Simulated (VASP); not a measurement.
VASP input:

INCAR:
```
! general
SYSTEM   = NaCl
PREC     = Accurate
ENCUT    = 520
LREAL    = .FALSE.
LASPH    = .TRUE.   ! aspherical one-centre terms

! electronic loop
EDIFF    = 1E-7   ! SCF stop (eV)
NELM     = 100   ! most electronic steps
ALGO     = Normal

! smearing
ISMEAR   = 0   ! Gaussian
SIGMA    = 0.05   ! width (eV)

! functional
GGA      = MK
LUSE_VDW = .TRUE.
AGGAC    = 0.0
PARAM1   = 0.1234568
PARAM2   = 0.7114
ZAB_VDW  = -1.8867

! ions
ISIF     = 2   ! forces and stress, cell fixed

! output
LWAVE    = .FALSE.
LCHARG   = .FALSE.
```

### POSCAR
```
NaCl
1.0
  0.0000000000   2.8636503748   2.8636503748
  2.8636503748   0.0000000000   2.8636503748
  2.8636503748   2.8636503748   0.0000000000
Na Cl
1 1
Cart
  0.0000000000   0.0000000000   0.0000000000
  2.8636503748   2.8636503748   2.8636503748
```

**KPOINTS**
```
Automatic mesh
0
Gamma
8 8 8
0 0 0
```

POTCAR, in this order: Na_pv Cl (PBE.64 set). Program: vasp_std.

Q: Write an equivalent input for Quantum ESPRESSO's pw.x.

A: One equivalent input (not run):
```
&CONTROL
  calculation = 'scf'
  pseudo_dir = './pseudo'
  outdir = './out'
  tprnfor = .true.
  tstress = .true.
/
&SYSTEM
  ibrav = 0
  nat = 2
  ntyp = 2
  ecutwfc = 88
  occupations = 'smearing'
  smearing = 'gaussian'
  degauss = 0.003675
  input_dft = 'vdw-df2-b86r'
/
&ELECTRONS
  conv_thr = 7.3e-09
  electron_maxstep = 100
/
ATOMIC_SPECIES
  Na 22.990 Na.upf
  Cl 35.450 Cl.upf
CELL_PARAMETERS angstrom
     0.0000000    2.8636504    2.8636504
     2.8636504    0.0000000    2.8636504
     2.8636504    2.8636504    0.0000000
ATOMIC_POSITIONS crystal
  Na   0.0000000  0.0000000  0.0000000
  Cl   0.5000000  0.5000000  0.5000000
K_POINTS automatic
  8 8 8 0 0 0
```
The two are equivalent in intent, not identical: the potentials are each code's own (VASP's PAW set, PseudoDojo norm-conserving files in pw.x), so ENCUT and ecutwfc are chosen apart and not converted; conv_thr bounds pw.x's estimated SCF error, while EDIFF bounds the energy change between steps.

The compound is NaCl in the rock salt structure. This cell is one point of a volume scan, at 1.06 of the reference volume.
